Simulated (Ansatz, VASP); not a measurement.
**Mg6SeS in VASP and in Ansatz**

```xyz
8
Lattice="5.4651 0.0000 0.0000 0.0000 5.4651 0.0000 0.0000 0.0000 5.4651" Properties=species:S:1:pos:R:3 pbc="T T T"
Mg    0.0000    2.7326    4.1183
Mg    2.7326    1.3469    0.0000
Mg    4.1183    0.0000    2.7326
Mg    0.0000    2.7326    1.3469
Mg    2.7326    4.1183    0.0000
Mg    1.3469    0.0000    2.7326
Se    2.7326    2.7326    2.7326
S     0.0000    0.0000    0.0000
```

Change from the starting cell: species swapped into the Ti6PtAu type (Pm-3, No. 200).

Alike in both runs: task single point; functional PBE; k mesh 4 × 4 × 4; occupations gaussian, width 0.1 eV; no spin polarisation.

|  | VASP | Ansatz |
| --- | --- | --- |
| version | VASP 6.6.1 | Ansatz 0.2.0 |
| potentials or method | VASP PAW PBE potentials, release 64 (Mg, Se, S) | scalar-relativistic, plane waves, PAW |
| plane-wave cutoff (eV) | 520 | 420 |
| valence electrons in the cell | 24 | 82 |

VASP gave:

```
gap on the k mesh at the Fermi level (eV) : none
pressure (GPa)                            : 3.0
rms of the force components (eV/Å)        : 0.091
```

Problem. Estimate Ansatz's values.

Solution. gap on the k mesh at the Fermi level (eV): none; pressure (GPa): 3.1; rms of the force components (eV/Å): 0.090.

Atom by atom the forces differ by 0.001 eV/Å (rms over components). A gap of «none» marks a metal or a gap that the smearing closes. The two sets of potentials don't hold the same shells in valence.
